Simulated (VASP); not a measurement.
Given:

```xyz
14
Lattice="2.7882 -4.4195 0.0000 2.7882 4.4195 0.0000 0.0000 0.0000 6.9068" Properties=species:S:1:pos:R:3 pbc="T T T"
Na     2.7882     2.7448     1.7267
Na     2.7882    -2.7448     5.1801
Na     2.7882     0.0000     0.0000
Na     2.7882     0.0000     3.4534
S      2.7882    -3.0925     1.7267
S      2.7882     3.0925     5.1801
O      2.7882     2.2456     3.9814
O      2.7882    -2.2456     2.9254
O      2.7882    -2.2456     0.5280
O      2.7882     2.2456     6.3788
O      1.2066     0.4564     1.7267
O      4.3697    -0.4564     5.1801
O      1.2066    -0.4564     5.1801
O      4.3697     0.4564     1.7267
```

Method: r2SCAN meta-GGA, VASP's PBE PAW potentials (set 64) (plane waves; VASP 6.6.1). Run with LREAL = Auto, 520 eV cut-off, 5×5×4 Γ-centred mesh, tetrahedra with Blöchl corrections, potentials Na_pv S O.

The cores are frozen, which limits the accuracy of field gradients.

Task: Give the principal components of the electric field gradient (V/Å²) and the asymmetry η at each nucleus.

Result: 
| atom | Vxx | Vyy | Vzz | η |
|---|---|---|---|---|
| Na1 | 12.3 | 2.8 | -15.1 | 0.63 |
| Na2 | 12.3 | 2.8 | -15.1 | 0.63 |
| Na3 | 2.5 | 2.1 | -4.6 | 0.09 |
| Na4 | 2.5 | 2.1 | -4.6 | 0.09 |
| S5 | 5.6 | 1.3 | -6.8 | 0.62 |
| S6 | 5.6 | 1.3 | -6.8 | 0.62 |
| O7 | -67.1 | -64.1 | 131.2 | 0.02 |
| O8 | -67.1 | -64.1 | 131.2 | 0.02 |
| O9 | -67.1 | -64.1 | 131.2 | 0.02 |
| O10 | -67.1 | -64.1 | 131.2 | 0.02 |
| O11 | -72.8 | -60.7 | 133.5 | 0.09 |
| O12 | -72.8 | -60.7 | 133.5 | 0.09 |
| O13 | -72.8 | -60.7 | 133.5 | 0.09 |
| O14 | -72.8 | -60.7 | 133.5 | 0.09 |

The structure comes from a computed database's Na2SO4 entry (Cmcm); how it stands against other phases isn't given here. It was relaxed first.
